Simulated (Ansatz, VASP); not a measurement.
# PtS2 in two plane-wave programs

Aim: how closely do two programs agree when they are given the same cell, functional and k mesh? The cell is taken from a series of runs on this material, whose earlier steps may have relaxed, scaled, displaced or heated it; both programs get it as it stands.

Method: plane waves, with VASP 6.6.1 beside it; PBEsol, r2SCAN and PBEsol, spin-orbit coupling, in Ansatz 0.2.0.

## (1) The starting structure

The cell holds 3 atoms: 1 Pt and 2 S. Its edges and angles: a = 3.538 Å, b = 3.538 Å, c = 28.100 Å, α = 90.0°, β = 90.0°, γ = 120.0°. Vacuum lies along c.

## (2) VASP: single point, PBEsol

A single point takes one fixed geometry, so differences don't come from the geometry; what else differs is listed under the comparison.

Lines of VASP's logs that name or quote its potential files are left out, and so is its time.

Contents of INCAR:

```
SYSTEM = PtS2
PREC = Accurate
ENCUT = 400
EDIFF = 1E-06
NELM = 120
ISMEAR = -1
SIGMA = 0.02
LREAL = .FALSE.
ALGO = Normal
GGA = PS
NBANDS = 17
LASPH = .TRUE.
LORBIT = 11
LWAVE = .FALSE.
LCHARG = .FALSE.
ISIF = 2
LDIPOL = .TRUE.
IDIPOL = 3
DIPOL = 0.5 0.5 0.5
LVHAR = .TRUE.
GGA_COMPAT = .FALSE.
EFERMI = MIDGAP
NELMDL = -8
KPAR = 2
```

Contents of POSCAR:

```
PtS2
1.0
    3.5379929514      0.0000000000      0.0000000000
   -1.7689964757      3.0639917743      0.0000000000
    0.0000000000      0.0000000000     28.1000000000
Pt S
1 2
Direct
    0.0000000000      0.0000000000      0.5000000000
    0.3333333333      0.6666666667      0.5432342629
    0.6666666667      0.3333333333      0.4567657371
```

Contents of KPOINTS:

```
Automatic mesh
0
Gamma
6 6 1
0 0 0
```

PAW data sets: Pt and S (PBE family, release 64).

Started as:

```
$ mpirun -np 2 vasp_std
```

Numbers of over 12 decimals in the logs are rounded to 6 here.

Output:

```text
[banner, memory and clock lines left out]
running    2 mpi-ranks, on    1 nodes
 distrk:  each k-point on    1 cores,    2 groups
 distr:  one band on    1 cores,    1 groups

 POSCAR found type information on POSCAR PtS
 POSCAR found :  2 types and       3 ions
|                                                                             |
|               ----> ADVICE to this user running VASP <----                  |
|                                                                             |
|     You enforced a specific xc type in the INCAR file but a different       |
|     [... a line on the potential file left out ...]
|     I HOPE YOU KNOW WHAT YOU ARE DOING!                                     |
|                                                                             |

 LDA part: xc-table for (Slater+PW92), standard interpolation
 POSCAR, INCAR and KPOINTS ok, starting setup
 FFT: planning ... GRIDC
 FFT: planning ... GRID_SOFT
 FFT: planning ... GRID
 WAVECAR not read
 entering main loop
       N       E                     dE             d eps       ncg     rms          rms(c)
DAV:   1     0.161675117242E+03    0.16168E+03   -0.61654E+03   238   0.739E+02
DAV:   2    -0.110375204299E+01   -0.16278E+03   -0.15671E+03   407   0.158E+02
DAV:   3    -0.180070193341E+02   -0.16903E+02   -0.16820E+02   303   0.658E+01
DAV:   4    -0.183178982755E+02   -0.31088E+00   -0.31051E+00   314   0.106E+01
DAV:   5    -0.183235735224E+02   -0.56752E-02   -0.56720E-02   330   0.136E+00
DAV:   6    -0.183238044501E+02   -0.23093E-03   -0.23092E-03   379   0.256E-01
DAV:   7    -0.183238107449E+02   -0.62948E-05   -0.62947E-05   340   0.348E-02
DAV:   8    -0.183238110655E+02   -0.32056E-06   -0.32065E-06   299   0.745E-03    0.184E+01
DAV:   9    -0.171822362724E+02    0.11416E+01   -0.74155E+00   286   0.245E+01    0.113E+01
DAV:  10    -0.170273579719E+02    0.15488E+00   -0.20355E+00   268   0.139E+01    0.436E+00
DAV:  11    -0.169435510219E+02    0.83807E-01   -0.16691E-01   290   0.415E+00    0.955E-01
DAV:  12    -0.169395112308E+02    0.40398E-02   -0.33787E-02   284   0.149E+00    0.262E-01
DAV:  13    -0.169396846030E+02   -0.17337E-03   -0.17861E-03   344   0.294E-01    0.304E-01
DAV:  14    -0.169397087097E+02   -0.24107E-04   -0.14962E-04   313   0.108E-01    0.336E-01
DAV:  15    -0.169407761426E+02   -0.10674E-02   -0.22992E-03   309   0.246E-01    0.803E-01
DAV:  16    -0.169429615349E+02   -0.21854E-02   -0.24360E-03   310   0.262E-01    0.147E+00
DAV:  17    -0.169424882839E+02    0.47325E-03   -0.95143E-05   288   0.539E-02    0.135E+00
DAV:  18    -0.169398649638E+02    0.26233E-02   -0.11773E-02   284   0.546E-01    0.156E-01
DAV:  19    -0.169399312618E+02   -0.66298E-04   -0.21517E-04   325   0.836E-02    0.231E-01
DAV:  20    -0.169398614961E+02    0.69766E-04   -0.16314E-04   303   0.629E-02    0.599E-02
DAV:  21    -0.169398599409E+02    0.15553E-05   -0.89336E-06   337   0.161E-02    0.296E-02
DAV:  22    -0.169398599470E+02   -0.61359E-08   -0.19691E-06   231   0.699E-03
   1 F= -.16939860E+02 E0= -.16939860E+02  d E =0.000000E+00
```

OUTCAR, selected parts (step 2):

```text
ion  position               nearest neighbor table
   1  0.000  0.000  0.500-   2 2.38   3 2.38   2 2.38   3 2.38   3 2.38   2 2.38
   2  0.333  0.667  0.543-   1 2.38   1 2.38   1 2.38
   3  0.667  0.333  0.457-   1 2.38   1 2.38   1 2.38

  LATTYP: Found a hexagonal cell.
 ALAT       =     3.5379929514
 C/A-ratio  =     7.9423561285

 Subroutine GETGRP returns: Found 12 space group operations
 (whereof 12 operations were pure point group operations)

The static configuration has the point symmetry D_3d.

 Found      7 irreducible k-points:

   k-points           NKPTS =      7   k-points in BZ     NKDIM =      7   number of bands    NBANDS=     17

   dimension x,y,z NGX =    24 NGY =   24 NGZ =  192
   dimension x,y,z NGXF=    48 NGYF=   48 NGZF=  384

   ENCUT  =  400.0 eV  29.40 Ry    5.42 a.u.   5.77  5.77 45.82*2*pi/ulx,y,z

   NELECT =      22.0000    total number of electrons

 k-points in reciprocal lattice and weights: Automatic mesh
   0.00000000  0.00000000  0.00000000       0.028
   0.16666667  0.00000000  0.00000000       0.167
   0.33333333  0.00000000  0.00000000       0.167
   0.50000000  0.00000000  0.00000000       0.083
   0.16666667  0.16666667  0.00000000       0.167
   0.33333333  0.16666667  0.00000000       0.333
   0.33333333  0.33333333  0.00000000       0.056

 dipolmoment           0.000000      0.000000     -0.000000 electrons x Angstroem

 average (electrostatic) potential at core
       1 -78.1653       2 -95.3416       3 -95.3416

 E-fermi :  -3.1144

 k-point     1 :       0.0000    0.0000    0.0000
  band No.  band energies     occupation
    ...
      7      -7.1558      2.00000
      8      -4.9498      2.00000
      9      -4.8607      2.00000
     10      -4.4358      2.00000
     11      -4.4358      2.00000
     12      -0.8315      0.00000
     13      -0.8315      0.00000
     14       1.3362      0.00000
     15       1.5608      0.00000
     16       2.0179      0.00000
    ...

 k-point     2 :       0.1667    0.0000    0.0000
  band No.  band energies     occupation
    ...
      7      -7.3778      2.00000
      8      -5.9253      2.00000
      9      -4.4243      2.00000
     10      -4.3729      2.00000
     11      -4.1774      2.00000
     12      -2.0816      0.00000
     13      -1.1964      0.00000
     14       2.0163      0.00000
     15       2.1740      0.00000
     16       2.6707      0.00000
    ...

 k-point     3 :       0.3333    0.0000    0.0000
  band No.  band energies     occupation
    ...
      7      -7.3170      2.00000
      8      -6.3433      2.00000
      9      -5.3573      2.00000
     10      -5.0540      2.00000
     11      -4.5973      2.00000
     12      -1.9468      0.00000
     13      -1.2320      0.00000
     14       1.5405      0.00000
     15       3.2463      0.00000
     16       3.4384      0.00000
    ...

  Total       -0.1370272     -0.1370272     -0.0578378     -0.0000000      0.0000000      0.0000000
  in kB       -0.7207200     -0.7207200     -0.3042087     -0.0000000      0.0000000      0.0000000
  external PRESSURE =      -0.5818829 kB  Pullay stress =       0.0000000 kB

  energy-cutoff  :      400.00
  volume of cell :      304.61
      direct lattice vectors                 reciprocal lattice vectors
     3.537992951  0.000000000  0.000000000     0.282646126  0.163185817  0.000000000
    -1.768996476  3.063991774  0.000000000     0.000000000  0.326371633  0.000000000
     0.000000000  0.000000000 28.100000000     0.000000000  0.000000000  0.035587189

 POSITION                                       TOTAL-FORCE (eV/Angst)
 -----------------------------------------------------------------------------------
      0.00000      0.00000     14.05000        -0.000000      0.000000      0.000000
     -0.00000      2.04266     15.26488         0.000000      0.000000     -0.022265
      1.76900      1.02133     12.83512        -0.000000     -0.000000      0.022265
 -----------------------------------------------------------------------------------
    total drift:                               -0.000000      0.000000      0.000000

  FREE ENERGIE OF THE ION-ELECTRON SYSTEM (eV)
  ---------------------------------------------------
  free  energy   TOTEN  =       -16.9398599470 eV

  energy  without entropy=      -16.9398599470  energy(sigma->0) =      -16.93985995

 vacuum level on the upper side and lower side of the slab         2.194         2.194

 total charge
# of ion       s       p       d       tot
------------------------------------------
    1        0.702   0.809   7.991   9.501
    2        1.352   2.268   0.000   3.620
    3        1.352   2.268   0.000   3.620
--------------------------------------------------
tot          3.406   5.345   7.991  16.741

[... 3 further parts left out ...]
```

## (3) Ansatz: single point, PBEsol

Ansatz runs on its PAW soft_1 files.

The same cell, functional, mesh and smearing now go to Ansatz, which takes its cutoff from its data sets.

Contents of input.yaml:

```yaml
crystal:
  lattice:
    - [3.5379929514, 0.0, 0.0]
    - [-1.7689964757, 3.0639917743, 0.0]
    - [0.0, 0.0, 28.1]
  atoms:
    - { symbol: Pt, position: [0.0, 0.0, 0.5] }
    - { symbol: S, position: [0.3333333333, 0.6666666667, 0.5432342629] }
    - { symbol: S, position: [0.6666666667, 0.3333333333, 0.4567657371] }
  periodic: [true, true, false]
kpoints:
  mp_grid: { grid: [6, 6, 1] }
  band_path:
    path:
      - [0, 0, 0]
      - [0.5, 0, 0]
      - [0.3333333333333, 0.3333333333333, 0]
      - [0, 0, 0]
    npoints: 10
hamiltonian:
  xc: pbesol
  pseudopotentials: { kind: paw, azcp: { folder: soft_1 }, xc_functional: pbe }
scf:
  occupations: { method: fermi_dirac, width: 0.02 }
  n_extra_bands: 5
output:
  eigenvalues: true
  forces: true
  stress: true
  write_density: true
  write_potential: true
  elf: true
  volumetric_format: npy
```

Started as:

```
$ ansatz run input.yaml --threads 8 --pin off --max-ram 17510MiB --backend cpu --events-out ev --progress --plain --runs-dir out
```

Output:

```text
scf.n_extra_bands = 5 over 15 filled bands (N_el = 30.0): the run solves 20 bands
Engine: ansatz 0.2.0, x86_64-unknown-linux-gnu
Pseudopotentials: kind: paw
Pseudopotential: Pt, paw, valence charge 18, recommended cutoff 420 eV (normal), soft_1/Pt.paw.azcp
Pseudopotential: S, paw, valence charge 6, recommended cutoff 420 eV (normal), soft_1/S.paw.azcp
Functional definition: PBEsol
  exchange = pbesol_x
  correlation = pbesol_c
Crystal: 3 atoms, lattice volume = 304.615 Å³
Basis set: ecut = 420 eV, 5919 PW (Γ), exchange–correlation on 48×48×384 points (8 copies of the dense FFT grid, shifted against one another)
Bands: 20, of which v1, the nominal top of the filled ones, is band 15 counted from 1 (14 counted from 0)
Symmetry: 12 space group operations
Space group: P-3m1 (ITA 164), of the structure as read, at distance tolerance 6.7e-5 Å
k-points: 7 of 36
Non-local potential: Pt, projectors of the file, l = 0: 3, l = 1: 2, l = 2: 2, l = 3: 1
Non-local potential: S, projectors of the file, l = 0: 2, l = 1: 2, l = 2: 1
PAW form: soft (Blöchl's): semilocal exchange-correlation on the pseudo side does not see the compensation charge
PAW frozen core: Pt, regenerated for the run's functional, and the local potential with it (the file was generated under x = pbe(κ = 0.804, μ = 0.219515), c = pbe(β = 0.066725))
PAW frozen core: S, regenerated for the run's functional, and the local potential with it (the file was generated under x = pbe(κ = 0.804, μ = 0.219515), c = pbe(β = 0.066725))
PAW one-centre angular grid: Pt, 590 points (default); XC on 64 Gauss nodes
PAW one-centre angular grid: S, 110 points (default); XC on 64 Gauss nodes
Initial density: superposition of atomic densities (neutral atoms: chi_scale 0, normalization atom)
Initial wavefunctions: pseudopotential atomic-orbital guess
Functional: x = pbesol(κ = 0.804, μ = 0.123457), c = pbesol(β = 0.046)
SCF iter   1: F=—  HF=-14157.734251 eV  |F-HF|=—  |Δ(HF+E_count)|=         —  Δρ=4.31e-2  dr2=6.69e0  ethr=3.10e-3  ⟨swp⟩=17.0  Hψ=1465  notcnv=0
preconditioner: auto → none  [insulator: Δε(μ)=2.006 eV  Ē_g=9.955 eV  σ=0.020 eV  W_gap=1.00  n_scr=16 (ndim 8)  ℏωp=10.0 eV  f_vac=0.776  D(μ)=0.00/eV (n_scr^D=0)  ε∞_Penn≈2.0]
SCF iter   2: F=—  HF=-14158.649881 eV  |F-HF|=—  |Δ(HF+E_count)|=   9.16e-1  Δρ=4.21e-2  dr2=1.08e1  ethr=3.10e-3  ⟨swp⟩=5.4  Hψ=536  notcnv=0  defer=7
SCF iter   3: F=—  HF=-14156.466654 eV  |F-HF|=—  |Δ(HF+E_count)|=    2.18e0  Δρ=1.18e-2  dr2=4.15e-1  ethr=3.10e-3  ⟨swp⟩=4.6  Hψ=453  notcnv=0  defer=6
SCF iter   4: F=—  HF=-14156.389181 eV  |F-HF|=—  |Δ(HF+E_count)|=   7.75e-2  Δρ=2.80e-3  dr2=2.63e-2  ethr=1.38e-3  ⟨swp⟩=3.6  Hψ=349  notcnv=0  defer=7
SCF iter   5: F=—  HF=-14156.383356 eV  |F-HF|=—  |Δ(HF+E_count)|=   5.83e-3  Δρ=5.91e-4  dr2=1.68e-3  ethr=8.77e-5  ⟨swp⟩=4.3  Hψ=360  notcnv=0  defer=7
SCF iter   6: F=—  HF=-14156.382995 eV  |F-HF|=—  |Δ(HF+E_count)|=   3.61e-4  Δρ=8.47e-5  dr2=3.39e-5  ethr=5.61e-6  ⟨swp⟩=3.3  Hψ=279  notcnv=0  defer=7
SCF iter   7: F=—  HF=-14156.383098 eV  |F-HF|=—  |Δ(HF+E_count)|=   1.03e-4  Δρ=2.38e-5  dr2=7.74e-7  ethr=1.13e-7  ⟨swp⟩=3.7  Hψ=320  notcnv=0  defer=7
SCF iter   8: F=-14156.383098 eV  HF=-14156.383098 eV  |F-HF|=1.64e-8  |Δ(HF+E_count)|=   2.12e-7  Δρ=4.14e-6  dr2=4.61e-8  ethr=3.33e-10  ⟨swp⟩=29.7  Hψ=1830  notcnv=0
SCF 1 converged in 8 iterations: F = -14156.383098 eV  dr2 = 4.61e-8
  greatest PAW one-centre occupation: 1.000 electrons in one spin orbital (limit 2), on the Pt atom at site 0 (counted from 0), in its partial waves of l = 0
NSCF: frozen V_eff on 31 k-points
WARN: The output density's exchange-correlation potential varies sharply where the density is thin. Do not read a vacuum level from v_tot or v_xc, or from such a field of the output density. On a cell that repeats whose density bears no net charge and no dipole along the vacuum's axis use v_es (v_loc + v_h of the components); under efield.dipole_correction with no amplitude use v_es + v_field, which holds any externa [...]
SCF converged after 8 iterations
Free energy (F): -14156.383098 eV
Harris-Foulkes:  -14156.383098 eV  (|F-HF|=1.64e-8)
Internal energy: -14156.383098 eV  (E = F + TS)
E sigma→0 (E₀):  -14156.383098 eV
Fermi energy:    -5.320123 eV
--- Per-component energies (eV) ---
  E_band       = -811.131446
  E_kinetic    = 805.934301
  E_local      = -47240.297894  (includes V_loc(G=0)·N_el)
  E_nonlocal   = 275.610852
  E_hartree    = 23061.035664
  E_xc         = -406.389806
  E_vxc        = -435.196836  (∫ρ·V_xc dr)
  E_paw        = -10530.039119  (= ΣΔE_a)
  E_vpaw       = -339.230351  (= ΣTr[D̂ρ^β])
  E_aug_tail   = 0.001110  (compensation charges beyond the density's cutoff)
  E_ewald      = 19877.350865
  E_core_change = 0.410930  (= ΣΔE_core)
  E_smearing   = -0.000000  (= −TS)
  E_closure    = -0.000000  (closes the sum)
  Σ components = -14156.383098   (vs F -14156.383098, Δ=0.00e0)
--- Forces (eV/Å), atoms counted from 1 ---
  atom   1  Pt     0.00000000     0.00000000     0.00000000
  atom   2  S     -0.00000000     0.00000000    -0.00018453
  atom   3  S      0.00000000    -0.00000000     0.00018453
  max |Σ_I F_I| component: 2.71e-20 eV/Å
--- 2D stress c σ (N/m, compression-positive) ---
       -0.037237      -0.000000      -0.000000
       -0.000000      -0.037237      -0.000000
        0.000000       0.000000       0.000000
  P = ½ c Tr σ = -0.0372 N/m
--- Band table (eV; the first three rows and the last of 7) ---
  k-point 0: bands = [... 11 lower, -7.1470, -7.0708, -6.6450, -6.6450, -3.0377, -3.0377, -0.8503 (-0.8507°), -0.6586, ... 1 higher]
  k-point 1: bands = [... 11 lower, -8.1298, -6.6304, -6.5823, -6.3824, -4.2903, -3.4031, -0.1527 (-0.1544°), 0.0095, ... 1 higher]
  k-point 2: bands = [... 11 lower, -8.5499, -7.5573, -7.2632, -6.7990, -4.1618, -3.4387, -0.6923, 1.0324, ... 1 higher]
  k-point 6: bands = [... 11 lower, -8.9543, -8.7066, -7.0982, -7.0982, -4.1765, -4.1765, 0.6040, 2.6434, ... 1 higher]
  ° read free of the cell's end (the report's vacuum.weakly_bound_levels)
```

The column dr2 measures how far the density is from self-consistency, as an energy; F and HF (Harris–Foulkes) agree once it is small.

## (4) Side by side

Known differences besides the potentials themselves: Ansatz cuts the interaction across the vacuum, VASP repeats the sheet with a dipole correction (LDIPOL); the data sets hold 30 valence electrons in Ansatz (on its PAW soft_1 files) and 22 in VASP; the cutoff is 420 eV in Ansatz and 400 eV in VASP; Ansatz makes its cores anew for this functional, VASP keeps those of its PBE data sets. Total energies have different zeros and are not compared.

The two programs side by side:

```
              quantity  Ansatz   VASP  difference
gap on the k mesh (eV)   2.061  2.066      -0.005
```

The largest component of a force difference here is 22 meV/Å. A gap on the mesh is an upper bound, since the band edges may lie between its points; neither run holds spin-orbit coupling, which can move the band edges of a compound of Pt. VASP's last cycles still show a density residual of 3e-03, so its state may not be settled. Where the cell holds vacuum, a pressure given here is an average over it and none of the material.

## (5) VASP: single point, r2SCAN

With cell and atoms fixed, the geometry can't cause a difference; cores, projectors, grids and the points listed under the comparison can.

Contents of INCAR:

```
SYSTEM = PtS2
PREC = Accurate
ENCUT = 440
EDIFF = 1E-06
NELM = 120
ISMEAR = 0
SIGMA = 0.01
LREAL = .FALSE.
ALGO = Normal
METAGGA = R2SCAN
LASPH = .TRUE.
NBANDS = 17
LORBIT = 11
LWAVE = .FALSE.
LCHARG = .FALSE.
ISIF = 2
LDIPOL = .TRUE.
IDIPOL = 3
DIPOL = 0.5 0.5 0.5
LVHAR = .TRUE.
GGA_COMPAT = .FALSE.
EFERMI = MIDGAP
NELMDL = -8
LMIXTAU = .TRUE.
KPAR = 2
```

POSCAR is that of step 2.

Contents of KPOINTS:

```
Automatic mesh
0
Gamma
9 9 1
0 0 0
```

Started as:

```
$ mpirun -np 2 vasp_std
```

Output:

```text
[banner, memory and clock lines left out]
running    2 mpi-ranks, on    1 nodes
[...]
[... a notice as in an earlier step ...]

 LDA part: xc-table for (None), standard interpolation
 POSCAR, INCAR and KPOINTS ok, starting setup
[...]
entering main loop
       N       E                     dE             d eps       ncg     rms          rms(c)
DAV:   1     0.117840004049E+03    0.11784E+03   -0.66810E+03   408   0.813E+02
DAV:   2    -0.564366048804E+02   -0.17428E+03   -0.16565E+03   648   0.168E+02
DAV:   3    -0.754755638693E+02   -0.19039E+02   -0.18873E+02   499   0.706E+01
DAV:   4    -0.758362815928E+02   -0.36072E+00   -0.36014E+00   556   0.114E+01
[...]
DAV:  63    -0.688215590300E+02    0.92351E-05   -0.59693E-07   515   0.665E-03    0.641E-02
DAV:  64    -0.688227068600E+02   -0.11478E-02   -0.26650E-04   408   0.187E-01    0.808E-02
DAV:  65    -0.688227065267E+02    0.33321E-06   -0.16174E-06   466   0.125E-02
   1 F= -.68822707E+02 E0= -.68822707E+02  d E =0.000000E+00
```

From OUTCAR (step 5):

```text
  Total        0.8188060      0.8188060      1.0071822      0.0000000      0.0000000      0.0000000
  in kB        4.3066611      4.3066611      5.2974607      0.0000000      0.0000000      0.0000000
  external PRESSURE =       4.6369276 kB  Pullay stress =       0.0000000 kB

 POSITION                                       TOTAL-FORCE (eV/Angst)
 -----------------------------------------------------------------------------------
      0.00000      0.00000     14.05000        -0.000000      0.000000     -0.000000
     -0.00000      2.04266     15.26488        -0.000000     -0.000000      0.353408
      1.76900      1.02133     12.83512         0.000000      0.000000     -0.353408
 -----------------------------------------------------------------------------------
    total drift:                               -0.000000     -0.000000      0.000000

  FREE ENERGIE OF THE ION-ELECTRON SYSTEM (eV)
  ---------------------------------------------------
  free  energy   TOTEN  =       -68.8227065267 eV

  energy  without entropy=      -68.8227065267  energy(sigma->0) =      -68.82270653

[... 3 further parts left out ...]
[key lines of the parts left out:]
E-fermi :  -3.4560
```

(Part 1 of 2 ends here.)

[Lines on the potential files, build, host, timing and source positions are cut from VASP's logs without a mark.]

[Logs are printed without paths, hosts, clocks, repeated set-up lines and the standing remarks that a program may print on its own settings, such as how far it seeks lower states.]

[Hosts, paths, dates, database ids (printed as entryN), source tags and the programs' standing remarks are cut or masked in the printed files.]
